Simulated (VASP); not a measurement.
# NaB3 (P3m1) in VASP: notebook, part 2 of 2

VASP 6.6.1. Earlier steps stand in the parts before.

**3. Electron localisation function, vdW-DF-cx**

File INCAR:

```
SYSTEM = NaB3
PREC     = Accurate       ! precision mode
ENCUT    = 520            ! plane-wave cutoff, eV
EDIFF    = 1E-6           ! SCF threshold, eV
ISMEAR   = 0              ! smearing method
SIGMA    = 0.05           ! smearing width, eV
LREAL    = .FALSE.        ! projectors in reciprocal space
LASPH    = .TRUE.         ! aspherical terms in the spheres
NELM     = 80             ! most SCF steps
ALGO     = Normal         ! electronic algorithm
ISIF     = 2              ! what is computed and relaxed
LWAVE    = .FALSE.        ! write WAVECAR
LCHARG   = .TRUE.         ! write CHGCAR
GGA      = CX             ! functional
LUSE_VDW = .TRUE.       
AGGAC    = 0.0          
LELF     = .TRUE.         ! ELF
```

File KPOINTS:

```
Automatic mesh
0
G
  9 9 6
  0 0 0
```

File POSCAR:

```
NaB3
1.0
    3.3197615900      0.0000000000      0.0000000000
   -1.6598808000      2.8749978700      0.0000000000
    0.0000000000      0.0000000000      4.3692460100
Na B
1 3
Direct
    0.0000000000      0.0000000000      0.8590876900
    0.7995649300      0.2004350700      0.4654692900
    0.7995649300      0.5991298700      0.4654692900
    0.4008701300      0.2004350700      0.4654692900
```

Potentials or basis: VASP PAW PBE potentials, release 64 (Na_pv, B).

Run with:

```bash
$ cat potpaw_PBE.64/Na_pv/POTCAR potpaw_PBE.64/B/POTCAR > POTCAR
$ mpirun -np 1 vasp_std > vasp.out
```

It took 70 s on 1 thread of Intel Xeon Platinum 8259CL at 2.50GHz (Skylake/Cascade Lake), shared host; peak memory 0.35 GiB.

It converged, with:

- Free energy: -9.2838 eV
- Pressure: 65.0 GPa
- Largest force: 18.225 eV/Å
- Band gap on the k mesh: none (metal or under the smearing width)

Forces on the atoms (eV/Å):
```
Na    0.000   0.000   5.529
B    15.703  -9.066  -1.843
B     0.000  18.132  -1.843
B   -15.703  -9.066  -1.843
```

Stress tensor (GPa, compression positive):
```
82.53  0.00  0.00
 0.00 82.53  0.00
 0.00  0.00 29.81
```

Levels at points of the mesh, in eV from the Fermi level:
```
           k point  band 6  band 7  band 8  band 9  band 10  band 11
(0.00, 0.00, 0.00)   -5.84   -1.71   -1.71    0.02     4.15     4.15
(0.00, 0.00, 0.50)   -7.09   -1.66   -1.66    3.36     4.17     4.17
```

Caveat: a pressure of tens of GPa on the cell as given is suspect, and the run, the potentials or the cell itself is likely at fault; the PAW data sets were made with another functional, which shifts forces and pressure a little.

**4. Single point, BEEF-vdW**

File run.py:

```python
from ase.calculators.vasp import Vasp
from ase.dft.bandgap import bandgap
from ase.io import read

atoms = read('POSCAR')
calc = Vasp(
    directory='calc',
    xc='beef-vdw',
    pp='PBE',
    setups={'base': 'minimal', 'Na': '_pv', 'B': '_h'},
    prec='Accurate',
    encut=900,
    ediff=1e-07,
    ismear=0,
    sigma=0.05,
    lreal=False,
    lasph=True,
    nelm=80,
    algo='Normal',
    isif=2,
    lwave=False,
    lcharg=True,
    lelf=True,
    lvhar=True,
    kpts=[9, 9, 6],
    gamma=True,
    nbands=16,
)
atoms.calc = calc

print('energy (eV):', atoms.get_potential_energy())
print('free energy (eV):', atoms.get_potential_energy(force_consistent=True))
print('forces (eV/A):')
print(atoms.get_forces())
print('stress (eV/A^3, Voigt):', atoms.get_stress())
print('Fermi level (eV):', calc.get_fermi_level())
gap, top, bottom = bandgap(calc)
print('band gap (eV):', gap, 'from (spin, k, band)', top, 'to', bottom)
```

POSCAR is that of step 3.

Potentials or basis: VASP PAW PBE potentials, release 64 (Na_pv, B_h).

Run with:

```bash
$ python run.py
```

What it wrote:

```text
<dir> UserWarning: vdW has been enabled, however no location for the vdw_kernel.bindat file has been specified. Set ASE_VASP_VDW environment variable to copy the vdW kernel.
  warnings.warn(
energy (eV): -8.7456082
free energy (eV): -8.74713102
forces (eV/A):
[[ 0.00000000e+00  0.00000000e+00  5.65178905e+00]
 [ 1.51480284e+01 -8.74571827e+00 -1.88392968e+00]
 [-3.00000000e-08  1.74914365e+01 -1.88392968e+00]
 [-1.51480284e+01 -8.74571827e+00 -1.88392968e+00]]
stress (eV/A^3, Voigt): [-5.17027751e-01 -5.17027751e-01 -1.95118782e-01 -0.00000000e+00
 -0.00000000e+00  8.98777314e-10]
Fermi level (eV): 5.51623873
band gap (eV): 0.0 from (spin, k, band) (None, None, None) to (None, None, None)
```

OUTCAR:

```text
ENCUT = 900.000000
   EDIFF = 1.00e-07
   GGA = BF
   PREC = Accurate
   ISIF = 2
   ISMEAR = 0
   NELM = 80
   LASPH = .TRUE.
   LREAL = .FALSE.

 ion  position               nearest neighbor table
   1  0.000  0.000  0.859-   4 2.07   3 2.07   2 2.07
   2  0.800  0.200  0.465-   4 1.32   3 1.32   1 2.07
   3  0.800  0.599  0.465-   4 1.32   2 1.32   1 2.07
   4  0.401  0.200  0.465-   3 1.32   2 1.32   1 2.07

  LATTYP: Found a hexagonal cell.
[... 664 lines left out ...]

 VOLUME and BASIS-vectors are now :
 -----------------------------------------------------------------------------
  energy-cutoff  :      900.00
  volume of cell :       41.70
      direct lattice vectors                 reciprocal lattice vectors
     3.319761590  0.000000000  0.000000000     0.301226450  0.173913173  0.000000000
    -1.659880800  2.874997870  0.000000000     0.000000000  0.347826345  0.000000000
     0.000000000  0.000000000  4.369246010     0.000000000  0.000000000  0.228872441

 POSITION                                       TOTAL-FORCE (eV/Angst)
 -----------------------------------------------------------------------------------
      0.00000      0.00000      3.75357         0.000000      0.000000      5.651789
      2.32167      0.57625      2.03375        15.148028     -8.745718     -1.883930
      1.65988      1.72250      2.03375        -0.000000     17.491437     -1.883930
      0.99809      0.57625      2.03375       -15.148028     -8.745718     -1.883930
 -----------------------------------------------------------------------------------
    total drift:                                0.000000     -0.000000      0.006439

  FREE ENERGIE OF THE ION-ELECTRON SYSTEM (eV)
  ---------------------------------------------------
  free  energy   TOTEN  =        -8.7471310180 eV

  energy  without entropy=       -8.7440853915  energy(sigma->0) =       -8.74560820

Total vdW correction in eV:      3.0180905
```

INCAR:

```text
ENCUT = 900.000000
SIGMA = 0.050000
ZAB_VDW = -1.886700
EDIFF = 1.00e-07
ALGO = Normal
GGA = BF
PREC = Accurate
ISIF = 2
ISMEAR = 0
NBANDS = 16
NELM = 80
LASPH = .TRUE.
LCHARG = .TRUE.
LELF = .TRUE.
LUSE_VDW = .TRUE.
LVHAR = .TRUE.
LWAVE = .FALSE.
LREAL = .FALSE.
```

Wall time 3.1 min (1 thread of Intel Xeon Platinum 8259CL at 2.50GHz (Skylake/Cascade Lake), shared host); peak memory 0.53 GiB.

Results:

* Free energy: -8.7471 eV
* Pressure: 65.6 GPa
* Largest force: 17.593 eV/Å
* Band gap on the k mesh: none (metal or under the smearing width)

Forces in eV/Å, atoms in the order of the input:
```
Na    0.000   0.000   5.652
B    15.148  -8.746  -1.884
B     0.000  17.491  -1.884
B   -15.148  -8.746  -1.884
```

Stress tensor (GPa, compression positive):
```
82.84  0.00  0.00
 0.00 82.84  0.00
 0.00  0.00 31.26
```

Caveat: a pressure of tens of GPa on the cell as given is suspect, and the run, the potentials or the cell itself is likely at fault; the PAW data sets were made with another functional, which shifts forces and pressure a little.

**5. The reference run**

An earlier run on the cell as given: functional PBE; potentials or basis VASP PAW PBE potentials, release 64 (Na_pv, B); cutoff 520 eV; k mesh 9 × 9 × 6; occupations fermi-dirac, width 0.05 eV; no spin polarisation.

* Pressure: 65.3 GPa
* Largest force: 18.053 eV/Å
* Band gap on the k mesh: none (metal or under the smearing width)

**6. Summary**

```csv
task,level,potentials or basis,cell,cutoff (eV),smearing,gap on the mesh (eV),pressure (GPa),largest force (eV/Å)
relaxation of cell and atoms,PBE,"VASP PAW PBE potentials, release 64 (Na_pv, B)",relaxed,600,gaussian 0.05 eV,none,0.0,-
electron localisation function,vdW-DF-cx,"VASP PAW PBE potentials, release 64 (Na_pv, B)",as given,520,gaussian 0.05 eV,none,65.0,18.23
single point,BEEF-vdW,"VASP PAW PBE potentials, release 64 (Na_pv, B_h)",as given,900,gaussian 0.05 eV,none,65.6,17.59
single point,PBE,"VASP PAW PBE potentials, release 64 (Na_pv, B)",as given,520,fermi-dirac 0.05 eV,none,65.3,18.05
```

Alike in all rows: no spin polarisation; k mesh 9 × 9 × 6.

Caveats: a pressure of tens of GPa on the cell as given is suspect, and the run, the potentials or the cell itself is likely at fault (some runs); the PAW data sets were made with another functional, which shifts forces and pressure a little (some runs); forces of over 1 eV/Å show positions far from the minimum, so gaps and moduli don't describe the material at rest (some runs).

Total energies depend on the potentials used, so only differences within one code and one set of settings carry meaning.
